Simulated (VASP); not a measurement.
Input for VASP

**POSCAR**
```
Be2C
1.0
  0.0000000000   2.1622550000   2.1622550000
  2.1622550000   0.0000000000   2.1622550000
  2.1622550000   2.1622550000   0.0000000000
Be C
2 1
Cart
  3.2433825000   3.2433825000   3.2433825000
  1.0811275000   1.0811275000   1.0811275000
  0.0000000000   0.0000000000   0.0000000000
```

**KPOINTS**
```
Automatic mesh
0
Gamma
6 6 6
0 0 0
```

### INCAR
```
SYSTEM = Be2C
PREC = Accurate
ENCUT = 400
EDIFF = 1E-6
NELM = 100
ALGO = Normal
LREAL = .FALSE.
LASPH = .TRUE.
ISMEAR = -1
SIGMA = 0.01
GGA = PE
LWAVE = .FALSE.
LCHARG = .FALSE.
ISIF = 2
```

POTCAR, in this order: Be C (PBE.64 set). Program: vasp_std.

Question: Translate this PBE calculation to Quantum ESPRESSO's pw.x.

Answer: One equivalent input (not run):
```
&CONTROL
  calculation = 'scf'
  pseudo_dir = './pseudo'
  outdir = './out'
  tprnfor = .true.
  tstress = .true.
/
&SYSTEM
  ibrav = 0
  nat = 3
  ntyp = 2
  ecutwfc = 88
  occupations = 'smearing'
  smearing = 'fermi-dirac'
  degauss = 0.000735
  input_dft = 'pbe'
/
&ELECTRONS
  conv_thr = 7.3e-08
  electron_maxstep = 100
/
ATOMIC_SPECIES
  Be 9.012 Be.upf
  C 12.011 C.upf
CELL_PARAMETERS angstrom
     0.0000000    2.1622550    2.1622550
     2.1622550    0.0000000    2.1622550
     2.1622550    2.1622550    0.0000000
ATOMIC_POSITIONS crystal
  Be   0.7500000  0.7500000  0.7500000
  Be   0.2500000  0.2500000  0.2500000
  C    0.0000000  0.0000000  0.0000000
K_POINTS automatic
  6 6 6 0 0 0
```
What does not carry over: the potentials are each code's own (VASP's PAW set, PseudoDojo norm-conserving files in pw.x), so ENCUT and ecutwfc are chosen apart and not converted; conv_thr bounds pw.x's estimated SCF error, while EDIFF bounds the energy change between steps.

The structure comes from a computed database's Be2C entry; how it stands against other phases isn't given here. The cell was not relaxed at this level. The run is one of a series of settings (KPOINTS 6×6×6 Γ-centred mesh against the base run), some of them coarse on purpose.
